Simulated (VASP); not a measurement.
The system is Si2B3.

```xyz
5
Lattice="2.2856 1.3196 3.5617 -2.2856 1.3196 3.5617 0.0000 -2.6391 3.5617" Properties=species:S:1:pos:R:3 pbc="T T T"
Si    0.0000    0.0000    8.6239
Si    0.0000    0.0000    2.0612
B     0.0000    1.3196    3.5617
B    -1.1428   -0.6598    3.5617
B     1.1428   -0.6598    3.5617
```

The cell was built by a generator and needn't be a form met in nature.

| Item | Value |
| --- | --- |
| Program | VASP 6.6.1 |
| Task | relaxation of cell and atoms |
| Functional | PBE |
| Potentials or basis | VASP PAW PBE potentials, release 64 (Si, B) |
| Cutoff | 520 eV |
| k mesh | 5 × 5 × 5 |
| Occupations | gaussian, width 0.15 eV |
| Spin | no spin polarisation |

At the start: pressure -3.2 GPa; volume 12.89 Å³/atom.

**Question.** Where does the relaxation end?

**Answer.** Over 23 steps the energy falls by 726.6 meV/atom and the volume is 11.22 Å³/atom (-12.9 %); space group R-3m (No. 166, to 0.05 Å).

Step by step:
```tsv
step	energy change (eV)	largest force (eV/Å)	pressure (GPa)	volume (Å³)
1	0.0000	0.3677	-3.22	64.45
2	-0.1992	0.2854	-3.17	62.03
3	-0.9635	0.3782	0.44	54.65
4	1.4876	2.2445	97.81	39.92
5	-1.1609	0.2399	3.77	52.58
6	-1.2139	0.5508	30.86	46.21
7	-1.3421	0.1670	15.20	49.05
8	-1.3389	0.2675	18.35	48.37
9	-1.3981	0.4360	19.51	48.20
10	-1.5368	0.8867	24.47	47.64
11	-1.3321	1.8310	39.28	46.33
12	-1.5626	1.1498	27.79	47.30
13	-1.7363	1.3615	25.21	48.06
14	-2.1125	1.8811	18.73	50.32
15	-2.4727	2.3788	11.40	54.79
16	-2.3611	2.5715	4.78	63.50
17	-2.4987	2.5984	7.82	58.58
18	-2.7584	2.3101	0.97	60.44
19	-2.9397	1.6141	-8.56	63.70
20	-3.1810	1.2568	-8.12	62.53
21	-3.5750	0.0646	-6.20	59.11
22	-3.5869	0.3238	-5.50	58.45
23	-3.6331	0.0095	0.27	56.12
```

Final structure:
```cif
data_structure
_symmetry_space_group_name_H-M 'P 1'
_symmetry_Int_Tables_number 1
_cell_length_a 5.5673
_cell_length_b 5.5673
_cell_length_c 5.5673
_cell_angle_alpha 37.043
_cell_angle_beta 37.043
_cell_angle_gamma 37.043
_cell_volume 56.12
loop_
_atom_site_label
_atom_site_type_symbol
_atom_site_fract_x
_atom_site_fract_y
_atom_site_fract_z
_atom_site_occupancy
Si1 Si 0.79647 0.79647 0.79647 1
Si2 Si 0.20353 0.20353 0.20353 1
B1 B 0.50000 0.50000 0.00000 1
B2 B 0.00000 0.50000 0.50000 1
B3 B 0.50000 0.00000 0.50000 1
```
